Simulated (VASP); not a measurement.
Output of a VASP run:

**OSZICAR**
```
       N       E                     dE             d eps       ncg     rms          rms(c)
DAV:   1     0.114478085703E+03    0.11448E+03   -0.83346E+03   520   0.121E+03
DAV:   2     0.516006650387E+01   -0.10932E+03   -0.10402E+03   575   0.266E+02
DAV:   3     0.733556350583E+00   -0.44265E+01   -0.44071E+01   615   0.563E+01
DAV:   4     0.690770165631E+00   -0.42786E-01   -0.42779E-01   711   0.513E+00
DAV:   5     0.690560629477E+00   -0.20954E-03   -0.20954E-03   628   0.307E-01    0.790E+00
DAV:   6     0.905343521265E+00    0.21478E+00   -0.53561E-01   615   0.109E+01    0.628E+00
DAV:   7     0.912824436386E+00    0.74809E-02   -0.11509E-01   578   0.270E+00    0.227E+00
DAV:   8     0.914038712513E+00    0.12143E-02   -0.11772E-02   545   0.149E+00    0.641E-01
DAV:   9     0.914095012210E+00    0.56300E-04   -0.86213E-04   610   0.367E-01    0.138E-01
DAV:  10     0.914069402987E+00   -0.25609E-04   -0.98176E-05   613   0.103E-01    0.547E-02
DAV:  11     0.914055185174E+00   -0.14218E-04   -0.37505E-05   550   0.565E-02    0.373E-02
DAV:  12     0.914057012195E+00    0.18270E-05   -0.50873E-06   600   0.239E-02    0.175E-02
DAV:  13     0.914056992797E+00   -0.19398E-07   -0.40001E-07   310   0.441E-03
   1 F= 0.91405699E+00 E0= 0.91416943E+00  d E =0.914057E+00
       N       E                     dE             d eps       ncg     rms          rms(c)
DAV:   1     0.461007870937E+00   -0.45305E+00   -0.92447E+00   555   0.382E+01    0.598E+00
DAV:   2     0.848784444769E+00    0.38778E+00   -0.96615E-01   540   0.145E+01    0.203E+00
DAV:   3     0.892212175311E+00    0.43428E-01   -0.10590E-01   555   0.335E+00    0.195E+00
DAV:   4     0.900717445128E+00    0.85053E-02   -0.13228E-02   550   0.780E-01    0.454E-01
DAV:   5     0.901424200753E+00    0.70676E-03   -0.19064E-03   575   0.506E-01    0.291E-01
DAV:   6     0.901411674136E+00   -0.12527E-04   -0.28290E-04   560   0.146E-01    0.128E-01
DAV:   7     0.901420045794E+00    0.83717E-05   -0.14411E-04   595   0.146E-01    0.151E-02
DAV:   8     0.901412380606E+00   -0.76652E-05   -0.19651E-05   550   0.402E-02    0.119E-02
DAV:   9     0.901410939631E+00   -0.14410E-05   -0.29977E-06   580   0.104E-02    0.511E-03
DAV:  10     0.901410995922E+00    0.56291E-07   -0.88028E-08   315   0.341E-03
   2 F= 0.90141100E+00 E0= 0.90152343E+00  d E =-.126460E-01
       N       E                     dE             d eps       ncg     rms          rms(c)
DAV:   1     0.869263798235E+00   -0.32147E-01   -0.61908E-01   565   0.963E+00    0.127E+00
DAV:   2     0.896753849643E+00    0.27490E-01   -0.73292E-02   550   0.407E+00    0.409E-01
DAV:   3     0.899392739675E+00    0.26389E-02   -0.80534E-03   540   0.862E-01    0.399E-01
DAV:   4     0.899766003576E+00    0.37326E-03   -0.93549E-04   560   0.264E-01    0.653E-02
DAV:   5     0.899797535710E+00    0.31532E-04   -0.14192E-04   563   0.153E-01    0.641E-02
DAV:   6     0.899793301275E+00   -0.42344E-05   -0.29960E-05   545   0.542E-02    0.244E-02
DAV:   7     0.899794771935E+00    0.14707E-05   -0.68624E-06   600   0.339E-02    0.480E-03
DAV:   8     0.899794297839E+00   -0.47410E-06   -0.91369E-07   399   0.768E-03
   3 F= 0.89979430E+00 E0= 0.89990673E+00  d E =-.142627E-01
```

File OUTCAR:
```
------------------------ aborting loop because EDIFF is reached ----------------------------------------
  FORCE on cell =-STRESS in cart. coord.  units (eV):
  Direction    XX          YY          ZZ          XY          YZ          ZX
  --------------------------------------------------------------------------------------
  Total       -0.0002771     -0.0002771     -0.0002771      0.0000000      0.0000000      0.0000000
  in kB       -0.0063323     -0.0063323     -0.0063323      0.0000000      0.0000000      0.0000000
  external PRESSURE =      -0.0063323 kB  Pullay stress =       0.0000000 kB
  volume of cell :       70.10
      direct lattice vectors                 reciprocal lattice vectors
     0.000000000  3.272616324  3.272616324    -0.152782957  0.152782957  0.152782957
     3.272616324  0.000000000  3.272616324     0.152782957 -0.152782957  0.152782957
     3.272616324  3.272616324  0.000000000     0.152782957  0.152782957 -0.152782957
 POSITION                                       TOTAL-FORCE (eV/Angst)
 -----------------------------------------------------------------------------------
      0.00000      0.00000      0.00000         0.000000     -0.000000     -0.000000
      1.63631      1.63631      1.63631        -0.000000      0.000000      0.000000
 -----------------------------------------------------------------------------------
    total drift:                               -0.000000     -0.000000     -0.000000
  FREE ENERGIE OF THE ION-ELECTRON SYSTEM (eV)
  ---------------------------------------------------
  free  energy   TOTEN  =         0.8997942978 eV

  energy  without entropy=        0.9000191700  energy(sigma->0) =        0.89990673

 reached required accuracy - stopping structural energy minimisation
```
(Selected blocks of OUTCAR.)

**POSCAR**
```
HgTe
1
    0.0000000000     3.2300000000     3.2300000000
    3.2300000000     0.0000000000     3.2300000000
    3.2300000000     3.2300000000     0.0000000000
Hg Te
1 1
Direct
  0.0000000000   0.0000000000   0.0000000000
  0.2500000000   0.2500000000   0.2500000000
```

Problem. Write an INCAR and KPOINTS that could have produced this output.

Solution. Several could match; the one computed here: the input of the run itself, vdW-DF-cx, plane waves, VASP's PBE PAW potentials (set 64).

INCAR:
```
# general
SYSTEM   = HgTe
PREC     = Accurate
ENCUT    = 520   # plane-wave cut-off (eV)
LREAL    = .FALSE.
LASPH    = .TRUE.   # aspherical one-centre terms

# electronic loop
EDIFF    = 1E-6   # SCF stop (eV)
NELM     = 100
ALGO     = Normal   # blocked Davidson
LMAXMIX  = 6

# smearing
ISMEAR   = 0   # Gaussian
SIGMA    = 0.05

# functional
GGA      = CX
LUSE_VDW = .TRUE.
AGGAC    = 0.0

# ions
IBRION   = 2   # conjugate gradients
NSW      = 60   # most ionic steps
ISIF     = 3   # ions, shape and volume
EDIFFG   = -0.01

# output
LWAVE    = .FALSE.
LCHARG   = .FALSE.
```

KPOINTS:
```
kpoints
0
gamma
 7 7 7
```

POTCAR, in this order: Hg Te (PBE.64 set). Program: vasp_std.

Energy and stress use the plane-wave basis of the starting cell.

The compound is HgTe in the zinc blende structure. This run relaxes it. Symmetry was kept, so distortions that lower it aren't found.
